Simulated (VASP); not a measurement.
# Lattice vibrations of MoS2, part 4 of 5

Aim: the phonon dispersion and thermal properties of MoS2. The start is a cell from a database of measured crystal structures.

VASP 6.6.1; LDA, no spin polarisation; plane waves and PAW (Mo, S).

So far. Step 2 (Relax the host): The run ended after 16 ionic steps, 0.072 eV below its first step, once forces and stress met EDIFFG = -0.02. Step 3 (Tight relaxation): The run ended after 8 ionic steps, 0.000 eV below its first step, once forces and stress met EDIFFG = -0.002.

The database entry behind the starting cell differs from later determinations by our own check (about 0.3 % long), so it need not match the best structure at ambient conditions.

**5. Force constants in the supercell**

System of this step: MoS2. The cell holds 54 atoms: 18 Mo and 36 S. Its edges and angles: a = 9.368 Å, b = 9.368 Å, c = 12.047 Å, α = 90.0°, β = 90.0°, γ = 120.0°. It derives from MoS2.

Each independent atom is moved by 0.015 Å both ways; the forces give the force constants out to half the supercell.

The input, INCAR:

```
SYSTEM = MoS2
PREC = Accurate
ENCUT = 350
EDIFF = 1E-07
NELM = 120
ISMEAR = 0
SIGMA = 0.05
LREAL = Auto
ALGO = Fast
GGA = CA
NBANDS = 200
LASPH = .TRUE.
LWAVE = .FALSE.
LCHARG = .FALSE.
KPAR = 4
IBRION = 6
NSW = 1
NFREE = 2
POTIM = 0.015
ISIF = 0
ADDGRID = .TRUE.
```

The input, POSCAR:

```
MoS2
1.0
    9.3676645851      0.0000000000      0.0000000000
   -4.6838322924      8.1126355047      0.0000000000
    0.0000000000      0.0000000000     12.0472075054
Mo S
18 36
Direct
    0.2222222222      0.1111111111      0.7500000000
    0.2222222222      0.4444444444      0.7500000000
    0.2222222222      0.7777777778      0.7500000000
    0.5555555556      0.1111111111      0.7500000000
    0.5555555556      0.4444444444      0.7500000000
    0.5555555556      0.7777777778      0.7500000000
    0.8888888889      0.1111111111      0.7500000000
    0.8888888889      0.4444444444      0.7500000000
    0.8888888889      0.7777777778      0.7500000000
    0.1111111111      0.2222222222      0.2500000000
    0.1111111111      0.5555555556      0.2500000000
    0.1111111111      0.8888888889      0.2500000000
    0.4444444444      0.2222222222      0.2500000000
    0.4444444444      0.5555555556      0.2500000000
    0.4444444444      0.8888888889      0.2500000000
    0.7777777778      0.2222222222      0.2500000000
    0.7777777778      0.5555555556      0.2500000000
    0.7777777778      0.8888888889      0.2500000000
    0.2222222222      0.1111111111      0.3793064925
    0.2222222222      0.4444444444      0.3793064925
    0.2222222222      0.7777777778      0.3793064925
    0.5555555556      0.1111111111      0.3793064925
    0.5555555556      0.4444444444      0.3793064925
    0.5555555556      0.7777777778      0.3793064925
    0.8888888889      0.1111111111      0.3793064925
    0.8888888889      0.4444444444      0.3793064925
    0.8888888889      0.7777777778      0.3793064925
    0.1111111111      0.2222222222      0.8793064925
    0.1111111111      0.5555555556      0.8793064925
    0.1111111111      0.8888888889      0.8793064925
    0.4444444444      0.2222222222      0.8793064925
    0.4444444444      0.5555555556      0.8793064925
    0.4444444444      0.8888888889      0.8793064925
    0.7777777778      0.2222222222      0.8793064925
    0.7777777778      0.5555555556      0.8793064925
    0.7777777778      0.8888888889      0.8793064925
    0.2222222222      0.1111111111      0.1206935075
    0.2222222222      0.4444444444      0.1206935075
    0.2222222222      0.7777777778      0.1206935075
    0.5555555556      0.1111111111      0.1206935075
    0.5555555556      0.4444444444      0.1206935075
    0.5555555556      0.7777777778      0.1206935075
    0.8888888889      0.1111111111      0.1206935075
    0.8888888889      0.4444444444      0.1206935075
    0.8888888889      0.7777777778      0.1206935075
    0.1111111111      0.2222222222      0.6206935075
    0.1111111111      0.5555555556      0.6206935075
    0.1111111111      0.8888888889      0.6206935075
    0.4444444444      0.2222222222      0.6206935075
    0.4444444444      0.5555555556      0.6206935075
    0.4444444444      0.8888888889      0.6206935075
    0.7777777778      0.2222222222      0.6206935075
    0.7777777778      0.5555555556      0.6206935075
    0.7777777778      0.8888888889      0.6206935075
```

The input, KPOINTS:

```
Automatic mesh
0
Gamma
2 2 2
0 0 0
```

Potentials, in the order of the species: Mo and S (LDA family, release 64).

Launch:

```bash
$ mpirun -np 4 vasp_std
```

The log of the run:

```text
[banner, memory and clock lines left out]
running    4 mpi-ranks, on    1 nodes
 distrk:  each k-point on    1 cores,    4 groups
 distr:  one band on    1 cores,    1 groups

 POSCAR found type information on POSCAR MoS
 POSCAR found :  2 types and      54 ions
 LDA part: xc-table for (Slater(with rela. corr.)+CA(PZ))
 , standard interpolation
 POSCAR, INCAR and KPOINTS ok, starting setup
 FFT: planning ... GRIDC
 FFT: planning ... GRID_SOFT
 FFT: planning ... GRID
 WAVECAR not read
 entering main loop
       N       E                     dE             d eps       ncg     rms          rms(c)
DAV:   1     0.137979074930E+04    0.13798E+04   -0.11636E+05  1608   0.106E+03
DAV:   2    -0.312357376523E+03   -0.16921E+04   -0.16135E+04  1968   0.245E+02
DAV:   3    -0.461166706604E+03   -0.14881E+03   -0.14726E+03  2000   0.682E+01
DAV:   4    -0.466667013316E+03   -0.55003E+01   -0.54680E+01  2144   0.140E+01
DAV:   5    -0.466812182973E+03   -0.14517E+00   -0.14473E+00  2088   0.223E+00    0.115E+02
RMM:   6    -0.444972451713E+03    0.21840E+02   -0.12922E+02  1698   0.169E+01    0.384E+01
RMM:   7    -0.440848713378E+03    0.41237E+01   -0.23523E+01  1600   0.895E+00    0.248E+01
RMM:   8    -0.440876458658E+03   -0.27745E-01   -0.10575E+01  1640   0.552E+00    0.444E+00
RMM:   9    -0.440800277512E+03    0.76181E-01   -0.25904E+00  1659   0.288E+00    0.379E+00
RMM:  10    -0.440803879295E+03   -0.36018E-02   -0.58945E-01  1866   0.108E+00    0.142E+00
RMM:  11    -0.440801088563E+03    0.27907E-02   -0.10047E-01  1752   0.472E-01    0.805E-01
RMM:  12    -0.440802153087E+03   -0.10645E-02   -0.16622E-02  1813   0.200E-01    0.305E-01
RMM:  13    -0.440802330952E+03   -0.17787E-03   -0.61359E-03  1633   0.139E-01    0.267E-01
RMM:  14    -0.440802107820E+03    0.22313E-03   -0.16784E-03  1714   0.764E-02    0.140E-01
RMM:  15    -0.440802108117E+03   -0.29718E-06   -0.51854E-04  1841   0.309E-02    0.871E-02
RMM:  16    -0.440802105525E+03    0.25926E-05   -0.93089E-05  1977   0.128E-02    0.166E-02
RMM:  17    -0.440802105639E+03   -0.11478E-06   -0.13267E-05  1949   0.506E-03    0.184E-02
RMM:  18    -0.440802102528E+03    0.31117E-05   -0.24166E-05  1634   0.811E-03    0.810E-03
RMM:  19    -0.440802102925E+03   -0.39732E-06   -0.57521E-06  1822   0.404E-03    0.503E-03
RMM:  20    -0.440802103030E+03   -0.10504E-06   -0.11457E-06  1627   0.157E-03    0.470E-03
RMM:  21    -0.440802102955E+03    0.74822E-07   -0.20419E-07   961   0.840E-04
   1 F= -.44080210E+03 E0= -.44080210E+03  d E =-.182641E-10
 Found     4 degrees of freedom:
 Finite differences POTIM= 0.01500 DOF=   4
 bond charge predicted
       N       E                     dE             d eps       ncg     rms          rms(c)
DAV:   1    -0.440798922423E+03    0.31806E-02   -0.64489E-01  3632   0.134E+00    0.275E-01
RMM:   2    -0.440799071255E+03   -0.14883E-03   -0.45013E-03  3200   0.129E-01    0.105E-01
RMM:   3    -0.440799072418E+03   -0.11632E-05   -0.14083E-03  3617   0.491E-02    0.645E-02
RMM:   4    -0.440799051763E+03    0.20655E-04   -0.28460E-04  3571   0.234E-02    0.487E-02
RMM:   5    -0.440799032856E+03    0.18906E-04   -0.93967E-05  3250   0.159E-02    0.747E-03
RMM:   6    -0.440799034799E+03   -0.19426E-05   -0.31584E-05  3865   0.710E-03    0.366E-03
RMM:   7    -0.440799034939E+03   -0.13957E-06   -0.43467E-06  3469   0.279E-03    0.279E-03
RMM:   8    -0.440799034984E+03   -0.45729E-07   -0.86676E-07  2726   0.128E-03
   2 F= -.44079903E+03 E0= -.44079903E+03  d E =-.112077E-12
[...]
3 F= -.44079903E+03 E0= -.44079903E+03  d E =-.314114E-12
[...]
4 F= -.44079883E+03 E0= -.44079883E+03  d E =-.472275E-12
[...]
5 F= -.44079883E+03 E0= -.44079883E+03  d E =-.474629E-12
[...]
6 F= -.44080071E+03 E0= -.44080071E+03  d E =-.440340E-12
[...]
7 F= -.44080071E+03 E0= -.44080071E+03  d E =-.475821E-12
[...]
8 F= -.44080039E+03 E0= -.44080039E+03  d E =-.518930E-12
 Finite differences progress:
  Degree of freedom:   4/  4
  Displacement:        1/  2
  Total:               7/  8
 bond charge predicted
       N       E                     dE             d eps       ncg     rms          rms(c)
DAV:   1    -0.440796231699E+03    0.41582E-02   -0.10066E+00  1648   0.132E+00    0.854E-01
RMM:   2    -0.440799509234E+03   -0.32775E-02   -0.40933E-02  1614   0.351E-01    0.292E-01
RMM:   3    -0.440800294886E+03   -0.78565E-03   -0.86635E-03  1750   0.141E-01    0.232E-01
RMM:   4    -0.440800383831E+03   -0.88945E-04   -0.17107E-03  1688   0.676E-02    0.203E-01
RMM:   5    -0.440800256470E+03    0.12736E-03   -0.68387E-04  1616   0.423E-02    0.518E-02
RMM:   6    -0.440800256860E+03   -0.38943E-06   -0.16341E-04  1840   0.181E-02    0.379E-02
RMM:   7    -0.440800251934E+03    0.49258E-05   -0.30483E-05  1825   0.706E-03    0.256E-02
RMM:   8    -0.440800248968E+03    0.29662E-05   -0.16995E-05  1701   0.508E-03    0.768E-03
RMM:   9    -0.440800249267E+03   -0.29885E-06   -0.54983E-06  1712   0.330E-03    0.207E-03
RMM:  10    -0.440800249308E+03   -0.41589E-07   -0.82295E-07  1340   0.143E-03
   9 F= -.44080025E+03 E0= -.44080025E+03  d E =-.445506E-12
 Finite differences progress:
  Degree of freedom:   4/  4
  Displacement:        2/  2
  Total:               8/  8
```

Wall time 20 min (4 MPI ranks of Intel Xeon 6975P-C (Granite Rapids), shared host); peak memory 5.7 GiB; 70 min of CPU time.

From OUTCAR (step 5):

```text
   k-points           NKPTS =      4   k-points in BZ     NKDIM =      4   number of bands    NBANDS=    200

   ENCUT  =  350.0 eV  25.72 Ry    5.07 a.u.  14.29 14.29 18.38*2*pi/ulx,y,z

   NELECT =     324.0000    total number of electrons

 E-fermi :   6.5776

 k-point     1 :       0.0000    0.0000    0.0000
  band No.  band energies     occupation
    ...
    158       5.4559      2.00000
    159       5.4559      2.00000
    160       5.6844      2.00000
    161       5.6844      2.00000
    162       6.3389      2.00000
    163       7.4473      0.00000
    164       7.4473      0.00000
    165       7.4506      0.00000
    166       7.4506      0.00000
    167       7.6512      0.00000
    ...

 POSITION                                       TOTAL-FORCE (eV/Angst)
 -----------------------------------------------------------------------------------
      1.56128      0.90140      9.03541         0.000000     -0.000000      0.001605
      0.00000      3.60562      9.03541        -0.000146     -0.000215     -0.000398
     -1.56128      6.30983      9.03541        -0.000259     -0.000019     -0.000398
      4.68383      0.90140      9.03541        -0.000113      0.000234     -0.000398
      3.12255      3.60562      9.03541         0.000146     -0.000215     -0.000398
      1.56128      6.30983      9.03541         0.000000     -0.000000      0.000143
      7.80639      0.90140      9.03541         0.000113      0.000234     -0.000398
      6.24511      3.60562      9.03541         0.000000     -0.000000      0.000516
      4.68383      6.30983      9.03541         0.000259     -0.000019     -0.000398
      0.00000      1.80281      3.01180        -0.051076      0.029489     -0.074901
     -1.56128      4.50702      3.01180        -0.000054     -0.000031     -0.002767
     -3.12255      7.21123      3.01180        -0.000000     -0.058977     -0.074901
      3.12255      1.80281      3.01180         0.051076      0.029489     -0.074901
      1.56128      4.50702      3.01180         0.000000      0.001618     -0.002897
     -0.00000      7.21123      3.01180         0.001401     -0.000809     -0.002897
      6.24511      1.80281      3.01180         0.000000      0.000062     -0.002767
      4.68383      4.50702      3.01180         0.000054     -0.000031     -0.002767
      3.12255      7.21123      3.01180        -0.001401     -0.000809     -0.002897
      1.56128      0.90140      4.55458         0.000000     -0.000000      0.244672
      0.00000      3.60562      4.56958         0.001126     -0.000454      0.009436
     -1.56128      6.30983      4.56958         0.000169      0.001202      0.009436
      4.68383      0.90140      4.56958        -0.000956     -0.000748      0.009436
      3.12255      3.60562      4.56958        -0.001126     -0.000454      0.009436
      1.56128      6.30983      4.56958         0.000000     -0.000000      0.003142
[...]
-----------------------------------------------------------------------------------
    total drift:                               -0.000003     -0.000002      0.000451

  FREE ENERGIE OF THE ION-ELECTRON SYSTEM (eV)
  ---------------------------------------------------
  free  energy   TOTEN  =      -440.8002493083 eV

  energy  without entropy=     -440.8002493083  energy(sigma->0) =     -440.80024931

 Eigenvectors and eigenvalues of the dynamical matrix
 ----------------------------------------------------

   1 f  =   14.336447 THz    90.078555 2PiTHz  478.212404 cm-1    59.290755 meV
             X         Y         Z           dx          dy          dz
      1.561277  0.901404  9.035406    -0.000000   -0.000000    0.147615
      0.000000  3.605616  9.035406     0.000000    0.000000    0.147615
     -1.561277  6.309828  9.035406     0.000000   -0.000000    0.147615
      4.683832  0.901404  9.035406    -0.000000   -0.000000    0.147615
      3.122555  3.605616  9.035406    -0.000000   -0.000000    0.147615
      1.561277  6.309828  9.035406     0.000000   -0.000000    0.147615
      7.806387  0.901404  9.035406    -0.000000   -0.000000    0.147615
      6.245110  3.605616  9.035406    -0.000000   -0.000000    0.147615
      4.683832  6.309828  9.035406    -0.000000    0.000000    0.147615
      0.000000  1.802808  3.011802    -0.000000   -0.000000   -0.147615
     -1.561277  4.507020  3.011802    -0.000000    0.000000   -0.147615
     -3.122555  7.211232  3.011802    -0.000000    0.000000   -0.147615
      3.122555  1.802808  3.011802     0.000000    0.000000   -0.147615
      1.561277  4.507020  3.011802    -0.000000    0.000000   -0.147615
     -0.000000  7.211232  3.011802     0.000000   -0.000000   -0.147615
      6.245110  1.802808  3.011802     0.000000   -0.000000   -0.147615
      4.683832  4.507020  3.011802    -0.000000    0.000000   -0.147615
      3.122555  7.211232  3.011802     0.000000    0.000000   -0.147615
      1.561277  0.901404  4.569584    -0.000000   -0.000000    0.129933
      0.000000  3.605616  4.569584     0.000000    0.000000    0.129933
     -1.561277  6.309828  4.569584     0.000000   -0.000000    0.129933
      4.683832  0.901404  4.569584     0.000000    0.000000    0.129933
      3.122555  3.605616  4.569584     0.000000   -0.000000    0.129933
      1.561277  6.309828  4.569584    -0.000000   -0.000000    0.129933
[...]
4.683832  4.507020  7.477623     0.000000    0.000000   -0.129933
      3.122555  7.211232  7.477623     0.000000    0.000000   -0.129933

   2 f  =   14.208674 THz    89.275734 2PiTHz  473.950362 cm-1    58.762329 meV
             X         Y         Z           dx          dy          dz
      1.561277  0.901404  9.035406    -0.000000   -0.000000   -0.149120
      0.000000  3.605616  9.035406     0.000000    0.000000   -0.149120
     -1.561277  6.309828  9.035406     0.000000   -0.000000   -0.149120
      4.683832  0.901404  9.035406    -0.000000    0.000000   -0.149120
      3.122555  3.605616  9.035406     0.000000    0.000000   -0.149120
      1.561277  6.309828  9.035406    -0.000000   -0.000000   -0.149120
      7.806387  0.901404  9.035406     0.000000    0.000000   -0.149120
      6.245110  3.605616  9.035406    -0.000000   -0.000000   -0.149120
      4.683832  6.309828  9.035406     0.000000    0.000000   -0.149120
      0.000000  1.802808  3.011802    -0.000000   -0.000000   -0.149120
     -1.561277  4.507020  3.011802     0.000000    0.000000   -0.149120
     -3.122555  7.211232  3.011802    -0.000000    0.000000   -0.149120
      3.122555  1.802808  3.011802    -0.000000    0.000000   -0.149120
      1.561277  4.507020  3.011802     0.000000   -0.000000   -0.149120
     -0.000000  7.211232  3.011802     0.000000    0.000000   -0.149120
      6.245110  1.802808  3.011802    -0.000000    0.000000   -0.149120
      4.683832  4.507020  3.011802     0.000000    0.000000   -0.149120
      3.122555  7.211232  3.011802    -0.000000   -0.000000   -0.149120
      1.561277  0.901404  4.569584     0.000000   -0.000000    0.129071
      0.000000  3.605616  4.569584     0.000000    0.000000    0.129071
     -1.561277  6.309828  4.569584     0.000000   -0.000000    0.129071
      4.683832  0.901404  4.569584     0.000000   -0.000000    0.129071
      3.122555  3.605616  4.569584     0.000000   -0.000000    0.129071
      1.561277  6.309828  4.569584     0.000000    0.000000    0.129071
[...]
4.683832  4.507020  7.477623     0.000000   -0.000000    0.129071
      3.122555  7.211232  7.477623     0.000000    0.000000    0.129071

   3 f  =   12.711251 THz    79.867145 2PiTHz  424.001691 cm-1    52.569486 meV
             X         Y         Z           dx          dy          dz
    [... 9114 further lines ...]
      6.245110  1.802808  7.477623    -0.087885    0.058153   -0.000000
      4.683832  4.507020  7.477623    -0.087885    0.058153   -0.000000
      3.122555  7.211232  7.477623    -0.087885    0.058153   -0.000000

 ELASTIC MODULI CONTR FROM IONIC RELAXATION (kBar)
 Direction    XX          YY          ZZ          XY          YZ          ZX
 --------------------------------------------------------------------------------
 XX           0.0000      0.0000      0.0000      0.0000      0.0000      0.0000
 YY           0.0000      0.0000      0.0000      0.0000      0.0000      0.0000
 ZZ           0.0000      0.0000      0.0000      0.0000      0.0000      0.0000
 XY           0.0000      0.0000      0.0000      0.0000      0.0000      0.0000
 YZ           0.0000      0.0000      0.0000      0.0000      0.0000      0.0000
 ZX           0.0000      0.0000      0.0000      0.0000      0.0000      0.0000
 --------------------------------------------------------------------------------

[... 2 parts as in an earlier step ...]

[... 10 further parts left out ...]
```

The last energy, forces, stress and levels in OUTCAR belong to the last displaced cell, not to the cell of POSCAR.

Numbers from this step:

```yaml
electrons: 324
lowest_frequency: 4.66e-6 cm⁻¹
highest_frequency: 478.2 cm⁻¹
dynamically_stable: yes
zero_point_energy: 56.14 meV/atom
heat_capacity_300: 20.70 J/K/mol of atoms
entropy_300: 20.37 J/K/mol of atoms
```

[end of part 4 of 5]

[Lines on the potential files, build, host, timing and source positions are cut from VASP's logs without a mark.]

[Logs are printed without paths, hosts, clocks, repeated set-up lines and the standing remarks that a program may print on its own settings, such as how far it seeks lower states.]

[Hosts, paths, dates, database ids (printed as entryN), source tags and the programs' standing remarks are cut or masked in the printed files.]

[Runs that stopped without an error message from VASP are left out.]
